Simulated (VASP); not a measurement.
A run of VASP 6.6.1 is set up as follows.

INCAR

```
PREC = Normal
ENCUT = 520
EDIFF = 1E-5
ISMEAR = 0
SIGMA = 0.15
LREAL = Auto
LASPH = T
NELM = 80
ALGO = Fast
ISIF = 2
LWAVE = F
LCHARG = F
GGA = PE
```

File KPOINTS:

```
regular mesh
0
Gamma
  8 8 3
```

POSCAR

```
HfSi2B4
1.0
    3.0398670000      0.0000000000      0.0000000000
   -3.0398660000      5.2652040000      0.0000000000
    0.0000000000      0.0000000000      9.7133800000
Hf Si B
2 4 8
Direct
    0.0000000000      0.0000000000      0.0000000000
    0.0000000000      0.5000000000      0.0000000000
    0.0000000000      0.0000000000      0.6329080000
    0.0000000000      0.5000000000      0.6329080000
    0.0000000000      0.0000000000      0.3670920000
    0.0000000000      0.5000000000      0.3670920000
    0.6666670000      0.1666665000      0.1862320000
    0.6666670000      0.6666665000      0.1862320000
    0.3333330000      0.3333335000      0.1862320000
    0.3333330000      0.8333335000      0.1862320000
    0.3333330000      0.3333335000      0.8137680000
    0.3333330000      0.8333335000      0.8137680000
    0.6666670000      0.1666665000      0.8137680000
    0.6666670000      0.6666665000      0.8137680000
```

Potentials or basis: VASP PAW PBE potentials, release 64 (Hf_pv, Si, B).

Launch:

```sh
$ cat potpaw_PBE.64/Hf_pv/POTCAR potpaw_PBE.64/Si/POTCAR potpaw_PBE.64/B/POTCAR > POTCAR
$ mpirun -np 1 vasp_std > vasp.out
```

What does it give for the pressure?

0.0 GPa.

Estimate the largest force.

0.136 eV/Å.

Stress tensor (GPa, compression positive):
```
-0.07  0.00  0.00
 0.00  0.71  0.00
 0.00  0.00 -0.76
```

Spin-orbit coupling is left out, which matters for the levels of Hf.
